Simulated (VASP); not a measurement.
All values below come from r2SCAN meta-GGA, VASP's PBE PAW potentials (set 64) (plane waves; VASP 6.6.1).

VASP ran on this input.

File KPOINTS:
```
Automatic
0
gamma
  10 10 10
```

**INCAR**
```
SYSTEM = LaP
PREC = Accurate
ENCUT = 480
EDIFF = 1E-7
NELM = 100
ALGO = Normal
LREAL = .FALSE.
LASPH = .TRUE.
ISMEAR = 1
SIGMA = 0.1
METAGGA = R2SCAN
LMIXTAU = .TRUE.
LMAXMIX = 6
LWAVE = .FALSE.
LCHARG = .FALSE.
ISIF = 2
```

File POSCAR:
```
LaP
3.6473870
  0.9600000560   0.0000000000   0.0000000000
  0.0000000000   1.0000000583   0.0000000000
  0.0000000000   0.0000000000   0.9600000560
La P
1 1
Direct
  0.0000000000   0.0000000000   0.0000000000
  0.5000000000   0.5000000000   0.5000000000
```

POTCAR, in this order: La P (PBE.64 set). Program: vasp_std.

Output of the run:

OSZICAR:
```
       N       E                     dE             d eps       ncg     rms          rms(c)
DAV:   1     0.103298445082E+03    0.10330E+03   -0.58622E+03  3048   0.178E+03
DAV:   2    -0.339789484062E+02   -0.13728E+03   -0.13317E+03  4320   0.264E+02
DAV:   3    -0.449738484126E+02   -0.10995E+02   -0.10738E+02  4492   0.114E+02
DAV:   4    -0.456137570788E+02   -0.63991E+00   -0.62662E+00  5588   0.210E+01
DAV:   5    -0.456475084073E+02   -0.33751E-01   -0.32807E-01  4752   0.450E+00    0.529E+00
DAV:   6    -0.409061489662E+02    0.47414E+01   -0.11216E+00  5048   0.869E+00    0.363E+00
DAV:   7    -0.411937306312E+02   -0.28758E+00   -0.88909E-01  4864   0.131E+01    0.128E+00
DAV:   8    -0.410693610830E+02    0.12437E+00   -0.72415E-01  5184   0.108E+01    0.100E+00
DAV:   9    -0.411269139629E+02   -0.57553E-01   -0.78619E-02  5564   0.364E+00    0.461E-01
DAV:  10    -0.414074852282E+02   -0.28057E+00   -0.98553E-02  4560   0.329E+00    0.256E-01
DAV:  11    -0.414164879394E+02   -0.90027E-02   -0.13921E-02  5172   0.132E+00    0.174E-01
DAV:  12    -0.414296023078E+02   -0.13114E-01   -0.29784E-02  4836   0.238E+00    0.188E-01
DAV:  13    -0.414328556404E+02   -0.32533E-02   -0.98776E-03  5164   0.121E+00    0.411E-02
DAV:  14    -0.414328800115E+02   -0.24371E-04   -0.24411E-04  4324   0.134E-01    0.496E-02
DAV:  15    -0.414328806176E+02   -0.60611E-06   -0.23569E-05  5740   0.493E-02    0.490E-02
DAV:  16    -0.414330044066E+02   -0.12379E-03   -0.63563E-04  5448   0.194E-01    0.764E-02
DAV:  17    -0.414330259862E+02   -0.21580E-04   -0.15115E-04  4952   0.104E-01    0.833E-02
DAV:  18    -0.414330351201E+02   -0.91339E-05   -0.16563E-05  5676   0.374E-02    0.801E-02
DAV:  19    -0.414330451084E+02   -0.99883E-05   -0.33528E-05  4224   0.520E-02    0.796E-02
DAV:  20    -0.414330245253E+02    0.20583E-04   -0.45822E-05  4644   0.752E-02    0.734E-02
DAV:  21    -0.414330195489E+02    0.49764E-05   -0.55581E-06  5528   0.147E-02    0.705E-02
DAV:  22    -0.414329835832E+02    0.35966E-04   -0.59143E-05  5312   0.587E-02    0.496E-02
DAV:  23    -0.414329773024E+02    0.62808E-05   -0.71848E-06  4340   0.247E-02    0.482E-02
DAV:  24    -0.414329781838E+02   -0.88138E-06   -0.96594E-07  5324   0.979E-03    0.477E-02
DAV:  25    -0.414329795476E+02   -0.13638E-05   -0.81036E-07  4548   0.105E-02    0.464E-02
DAV:  26    -0.414329865262E+02   -0.69786E-05   -0.86006E-06  4156   0.321E-02    0.412E-02
DAV:  27    -0.414329999373E+02   -0.13411E-04   -0.84986E-05  4092   0.695E-02    0.283E-02
DAV:  28    -0.414330296952E+02   -0.29758E-04   -0.13742E-04  4616   0.948E-02    0.248E-02
DAV:  29    -0.414664515319E+02   -0.33422E-01   -0.30917E-01  3976   0.576E+00    0.523E-01
DAV:  30    -0.414309378645E+02    0.35514E-01   -0.26325E-01  4752   0.584E+00    0.686E-02
DAV:  31    -0.414328762888E+02   -0.19384E-02   -0.19965E-02  5088   0.805E-01    0.680E-02
DAV:  32    -0.414330146146E+02   -0.13833E-03   -0.12951E-03  4604   0.254E-01    0.606E-02
DAV:  33    -0.414330295126E+02   -0.14898E-04   -0.12346E-04  5360   0.899E-02    0.493E-02
DAV:  34    -0.414330188764E+02    0.10636E-04   -0.26453E-05  5016   0.546E-02    0.295E-02
DAV:  35    -0.414330333094E+02   -0.14433E-04   -0.15918E-05  4164   0.338E-02    0.165E-02
DAV:  36    -0.414330404017E+02   -0.70923E-05   -0.10735E-05  5576   0.258E-02    0.115E-02
DAV:  37    -0.414330407383E+02   -0.33658E-06   -0.27307E-06  5032   0.235E-02    0.476E-03
DAV:  38    -0.414330519286E+02   -0.11190E-04   -0.20841E-04  3988   0.145E-01    0.107E-02
DAV:  39    -0.414330401445E+02    0.11784E-04   -0.21951E-04  4984   0.168E-01    0.417E-03
DAV:  40    -0.414344636105E+02   -0.14235E-02   -0.14461E-02  3960   0.123E+00    0.112E-01
DAV:  41    -0.414329194095E+02    0.15442E-02   -0.13141E-02  4632   0.130E+00    0.185E-02
DAV:  42    -0.414330332943E+02   -0.11388E-03   -0.11117E-03  5300   0.196E-01    0.202E-03
DAV:  43    -0.414507558417E+02   -0.17723E-01   -0.17220E-01  3976   0.430E+00    0.381E-01
DAV:  44    -0.414315973900E+02    0.19158E-01   -0.14648E-01  4528   0.439E+00    0.637E-02
DAV:  45    -0.414329230327E+02   -0.13256E-02   -0.14285E-02  5420   0.705E-01    0.204E-02
DAV:  46    -0.414329978125E+02   -0.74780E-04   -0.42917E-04  4268   0.145E-01    0.617E-03
DAV:  47    -0.414330396326E+02   -0.41820E-04   -0.92426E-05  5788   0.964E-02    0.108E-02
DAV:  48    -0.414330384460E+02    0.11866E-05   -0.60728E-06  4508   0.225E-02    0.137E-02
DAV:  49    -0.414330393175E+02   -0.87153E-06   -0.76185E-07  5380   0.793E-03    0.132E-02
DAV:  50    -0.414330394868E+02   -0.16933E-06   -0.41593E-08  2764   0.286E-03    0.128E-02
DAV:  51    -0.414330393510E+02    0.13588E-06   -0.22146E-08  2676   0.337E-03    0.130E-02
DAV:  52    -0.414330396298E+02   -0.27888E-06   -0.12177E-08  2604   0.204E-03    0.126E-02
DAV:  53    -0.414330400684E+02   -0.43861E-06   -0.93808E-09  2576   0.242E-03    0.120E-02
DAV:  54    -0.414330405474E+02   -0.47895E-06   -0.39422E-08  2444   0.352E-03    0.111E-02
DAV:  55    -0.414330409656E+02   -0.41825E-06   -0.49510E-08  2540   0.462E-03    0.104E-02
DAV:  56    -0.414330410763E+02   -0.11068E-06   -0.41845E-08  2440   0.416E-03    0.102E-02
DAV:  57    -0.414330413617E+02   -0.28539E-06   -0.71672E-08  2636   0.593E-03    0.948E-03
DAV:  58    -0.414330416908E+02   -0.32909E-06   -0.14407E-07  2944   0.555E-03    0.879E-03
DAV:  59    -0.414330418892E+02   -0.19838E-06   -0.49093E-08  2228   0.518E-03    0.840E-03
DAV:  60    -0.414330419825E+02   -0.93285E-07   -0.34495E-08  2108   0.428E-03
   1 F= -.41433042E+02 E0= -.41433189E+02  d E =0.442177E-03
```

OUTCAR:
```
------------------------ aborting loop because EDIFF is reached ----------------------------------------
  FORCE on cell =-STRESS in cart. coord.  units (eV):
  Direction    XX          YY          ZZ          XY          YZ          ZX
  --------------------------------------------------------------------------------------
  Total        2.5213686      1.0362954      2.5213686      0.0000000     -0.0000000      0.0000000
  in kB       90.3355797     37.1283871     90.3355797      0.0000000     -0.0000000      0.0000000
  external PRESSURE =      72.5998488 kB  Pullay stress =       0.0000000 kB
  volume of cell :       44.72
      direct lattice vectors                 reciprocal lattice vectors
     3.501491724  0.000000000  0.000000000     0.285592564  0.000000000  0.000000000
     0.000000000  3.647387213  0.000000000     0.000000000  0.274168862  0.000000000
     0.000000000  0.000000000  3.501491724     0.000000000  0.000000000  0.285592564
 POSITION                                       TOTAL-FORCE (eV/Angst)
 -----------------------------------------------------------------------------------
      0.00000      0.00000      0.00000         0.000000      0.000000      0.000000
      1.75075      1.82369      1.75075         0.000000      0.000000      0.000000
 -----------------------------------------------------------------------------------
    total drift:                               -0.000000     -0.000000     -0.000000
  FREE ENERGIE OF THE ION-ELECTRON SYSTEM (eV)
  ---------------------------------------------------
  free  energy   TOTEN  =       -41.4330419825 eV

  energy  without entropy=      -41.4334841599  energy(sigma->0) =      -41.43318937
```
(Selected blocks of OUTCAR.)

### OUTCAR
```
 val. band max:        9.4139203533   @ k =   0.2000   0.1000   0.0000

 cond. band min:       9.4537051902   @ k =   0.1000   0.0000   0.1000


 Fermi energy:         9.4346778913

 k-point     1 :       0.0000    0.0000    0.0000
  band No.  band energies     occupation
      1     -24.2322      2.00000
      2      -7.1200      2.00000
      3      -6.9747      2.00000
      4      -6.9747      2.00000
      5      -1.4554      2.00000
      6       8.5681      2.00000
      7       8.5954      2.00000
      8       9.3435      2.02671
      9       9.7743     -0.00002
     10       9.7743     -0.00002
     11      12.2500      0.00000
     12      12.3241      0.00000

 k-point     2 :       0.1000    0.0000    0.0000
  band No.  band energies     occupation
      1     -24.2175      2.00000
      2      -7.1635      2.00000
      3      -7.1024      2.00000
      4      -6.9586      2.00000
      5      -1.2704      2.00000
      6       8.3507      2.00000
      7       8.6616      2.00000
      8       9.1943      2.00352
      9       9.6629     -0.00578
     10       9.8719     -0.00000
     11      12.2334      0.00000
     12      12.2807      0.00000

 k-point     3 :       0.2000    0.0000    0.0000
  band No.  band energies     occupation
      1     -24.1786      2.00000
      2      -7.6125      2.00000
      3      -7.0556      2.00000
      4      -6.9160      2.00000
      5      -0.8015      2.00000
      6       7.4347      2.00000
      7       8.8100      2.00000
      8       8.9120      2.00000
      9       9.3623      1.93598
     10      10.5926     -0.00000
     11      12.1429      0.00000
     12      12.2033      0.00000

 k-point     4 :       0.3000    0.0000    0.0000
  band No.  band energies     occupation
      1     -24.1298      2.00000
      2      -8.1024      2.00000
      3      -6.9967      2.00000
      4      -6.8625      2.00000
      5      -0.2077      2.00000
      6       6.2969      2.00000
...
```

The structure was generated: LaP was put into the CsCl type (Pm-3m), which need not be its known phase. This cell was strained or had an atom moved on purpose.
